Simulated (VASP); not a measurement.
Runs of VASP 6.6.1 on CdW3. It takes space group Pm-3m (No. 221, cubic). The conventional cell has a = 4.056 Å, b = 4.056 Å, c = 4.056 Å, α = 90.00°, β = 90.00°, γ = 90.00°. Cd (site symmetry m-3m) is surrounded by 12 W at 2.87 Å. W (site symmetry 4/mmm) has 4 Cd at 2.87 Å and 8 W at 2.87 Å as nearest neighbours. The cell was built by a generator and needn't be a form met in nature.

```tsv
task	cell	k mesh	cutoff (eV)	mesh quality	gap on the mesh (eV)	pressure (GPa)
single point	Pm-3m, 16.68 Å³/atom	4 × 4 × 4	520	coarse	none	1.0
single point	Pm-3m, 16.68 Å³/atom	12 × 12 × 12	520	not flagged	none	(a)
single point	Pm-3m, 17.57 Å³/atom	4 × 4 × 4	520	coarse	none	-10.0
relaxation of cell and atoms	relaxed	4 × 4 × 4	600	coarse	none	-0.1
```

Alike in all rows: level PBE; potentials or basis VASP PAW PBE potentials, release 64 (Cd, W_sv); no spin polarisation; smearing gaussian 0.1 eV.

Problem. Estimate the missing entries.

Solution. (a) 0.8.

Caveats: some runs use coarse meshes.

A k mesh can miss the band edges, and the runs leave out spin-orbit coupling on Cd, W.

A gap of «none» marks a metal or a gap under the smearing width.
